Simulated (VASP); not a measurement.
The system is Ag3S.

```
CELL_PARAMETERS angstrom
3.01768 0.00000 0.00000
-1.50884 2.61339 0.00000
0.00000 0.00000 9.37502
ATOMIC_POSITIONS crystal
Ag 0.00000 0.00000 0.50000
Ag 0.66667 0.33333 0.23781
Ag 0.66667 0.33333 0.76219
S 0.00000 0.00000 0.00000
```

The cell was built by a generator and needn't be a form met in nature.

* Program: VASP 6.6.1
* Task: relaxation of cell and atoms
* Functional: RPBE
* Potentials or basis: VASP PAW PBE potentials, release 64 (Ag, S)
* Cutoff: 600 eV
* k mesh: 10 × 10 × 3
* Occupations: gaussian, width 0.05 eV
* Spin: no spin polarisation

At the start: pressure 0.1 GPa; volume 18.48 Å³/atom.

Question: How do energy, volume and symmetry change on relaxing?

Answer: Over 8 steps the energy falls by 7.5 meV/atom and the volume is 18.62 Å³/atom (+0.7 %); space group P-6m2 (No. 187, to 0.05 Å).

The path:
```csv
step,energy change (eV),largest force (eV/Å),pressure (GPa),volume (Å³)
1,0.0000,0.1076,0.14,73.93
2,-0.0194,0.0531,0.07,74.09
3,-0.0296,0.0281,0.13,74.28
4,-0.0296,0.0310,0.13,74.28
5,-0.0297,0.0263,-0.06,74.50
6,-0.0297,0.0258,-0.08,74.52
7,-0.0299,0.0163,-0.05,74.51
8,-0.0300,0.0011,0.00,74.49
```

Final structure:
```cif
data_structure
_symmetry_space_group_name_H-M 'P 1'
_symmetry_Int_Tables_number 1
_cell_length_a 3.0790
_cell_length_b 3.0790
_cell_length_c 9.0725
_cell_angle_alpha 90.000
_cell_angle_beta 90.000
_cell_angle_gamma 120.000
_cell_volume 74.49
loop_
_atom_site_label
_atom_site_type_symbol
_atom_site_fract_x
_atom_site_fract_y
_atom_site_fract_z
_atom_site_occupancy
Ag1 Ag 0.00000 0.00000 0.50000 1
Ag2 Ag 0.66667 0.33333 0.23812 1
Ag3 Ag 0.66667 0.33333 0.76188 1
S1 S 0.00000 0.00000 0.00000 1
```

Caveat: the PAW data sets were made with another functional, which shifts forces and pressure a little.
